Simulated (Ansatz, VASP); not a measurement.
## Two plane-wave programs on W6O

```xyz
7
Lattice="0.0000 3.8740 3.8740 3.8740 0.0000 3.8740 3.8740 3.8740 0.0000" Properties=species:S:1:pos:R:3 pbc="T T T"
W     1.9370    1.9370    3.8740
W     1.9370    3.8740    1.9370
W     1.9370    1.9370    0.0000
W     1.9370    0.0000    1.9370
W     3.8740    1.9370    1.9370
W     0.0000    1.9370    1.9370
O     0.0000    0.0000    0.0000
```

Change from the starting cell: species swapped into the Zn6Mo type (Fm-3m, No. 225).

Alike in both runs: task relaxation of cell and atoms; functional PBE; k mesh 8 × 8 × 8; occupations gaussian, width 0.1 eV; no spin polarisation.

|  | VASP | Ansatz |
| --- | --- | --- |
| version | VASP 6.6.1 | Ansatz 0.2.0 |
| potentials or method | VASP PAW PBE potentials, release 64 (W_sv, O) | scalar-relativistic, plane waves, PAW |
| plane-wave cutoff (eV) | 600 | 420 |
| valence electrons in the cell | 90 | 90 |

Ansatz gave:

| Quantity | Value |
| --- | --- |
| gap on the k mesh at the Fermi level, each at its own relaxed structure (eV) | none |
| relaxed volume (Å³/atom) | 16.59 |
| relaxed cell length with the largest relative difference (Å) | 5.476 |

Problem. Which values does VASP return?

Solution. gap on the k mesh at the Fermi level, each at its own relaxed structure (eV): none; relaxed volume (Å³/atom): 16.62; relaxed cell length with the largest relative difference (Å): 5.480.

A gap of «none» marks a metal or a gap that the smearing closes.

The runs have no spin-orbit coupling, so splittings on W are missing.
